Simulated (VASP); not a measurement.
OSZICAR of a VASP run on Cu (fcc):

**OSZICAR**
```
       N       E                     dE             d eps       ncg     rms          rms(c)
DAV:   1     0.380876342855E+02    0.38088E+02   -0.56998E+03  2698   0.204E+03
DAV:   2    -0.153582716753E+01   -0.39623E+02   -0.37765E+02  2621   0.195E+02
DAV:   3    -0.198033724119E+01   -0.44451E+00   -0.44345E+00  3027   0.297E+01
DAV:   4    -0.198361471614E+01   -0.32775E-02   -0.32772E-02  3248   0.235E+00
DAV:   5    -0.198365016210E+01   -0.35446E-04   -0.35446E-04  3115   0.194E-01    0.787E+00
DAV:   6    -0.143396231593E+01    0.54969E+00   -0.17770E+01  2743   0.986E+01    0.400E+00
DAV:   7    -0.104845517215E+01    0.38551E+00   -0.27532E+00  2796   0.386E+01    0.554E-01
DAV:   8    -0.103766683116E+01    0.10788E-01   -0.53978E-03  2911   0.145E+00    0.316E-01
DAV:   9    -0.103588947899E+01    0.17774E-02   -0.12104E-02  2871   0.235E+00    0.327E-02
DAV:  10    -0.103589077232E+01   -0.12933E-05   -0.61403E-05  3837   0.164E-01    0.769E-03
DAV:  11    -0.103589095983E+01   -0.18751E-06   -0.10129E-06  2458   0.202E-02
   1 F= -.10358910E+01 E0= -.10358415E+01  d E =-.103589E+01
       N       E                     dE             d eps       ncg     rms          rms(c)
DAV:   1    -0.137561732199E+01   -0.33973E+00   -0.63315E+00  2741   0.630E+01    0.491E+00
DAV:   2    -0.116500300962E+01    0.21061E+00   -0.55412E+00  2724   0.546E+01    0.205E+00
DAV:   3    -0.104602356851E+01    0.11898E+00   -0.84646E-01  2706   0.216E+01    0.621E-01
DAV:   4    -0.103816619422E+01    0.78574E-02   -0.60583E-03  3102   0.106E+00    0.679E-02
DAV:   5    -0.103798120113E+01    0.18499E-03   -0.14205E-03  2904   0.883E-01    0.236E-02
DAV:   6    -0.103797192213E+01    0.92790E-05   -0.23905E-05  3430   0.958E-02    0.345E-03
DAV:   7    -0.103797141864E+01    0.50349E-06   -0.10196E-06  1561   0.211E-02
   2 F= -.10379714E+01 E0= -.10379668E+01  d E =-.208046E-02
       N       E                     dE             d eps       ncg     rms          rms(c)
DAV:   1    -0.108099420601E+01   -0.43022E-01   -0.82786E-01  2735   0.240E+01    0.168E+00
DAV:   2    -0.105230006210E+01    0.28694E-01   -0.60972E-01  2732   0.179E+01    0.644E-01
DAV:   3    -0.104018030515E+01    0.12120E-01   -0.95162E-02  2712   0.728E+00    0.239E-01
DAV:   4    -0.103903035618E+01    0.11499E-02   -0.15797E-03  3512   0.531E-01    0.112E-02
DAV:   5    -0.103903290410E+01   -0.25479E-05   -0.90584E-06  2955   0.523E-02    0.750E-03
DAV:   6    -0.103903304597E+01   -0.14186E-06   -0.23142E-06  1682   0.299E-02
   3 F= -.10390330E+01 E0= -.10390146E+01  d E =-.314209E-02
```

### Question
Which electronic solver shows in the log?

### Answer
It is blocked Davidson (ALGO = Normal, or the opening steps of other solvers). The INCAR had ALGO = Normal.

### Question
Can the final energy be trusted as converged?

### Answer
The run converged. It stopped with EDIFF = 1E-6, NELM = 100, NSW = 60 and EDIFFG = -0.01 after 3 ionic steps (vdW-DF-cx, plane waves, VASP's PBE PAW potentials (set 64)). Energy and stress use the plane-wave basis of the starting cell.

The compound is Cu in the fcc structure. This run relaxes it. Symmetry was kept, so distortions that lower it aren't found.
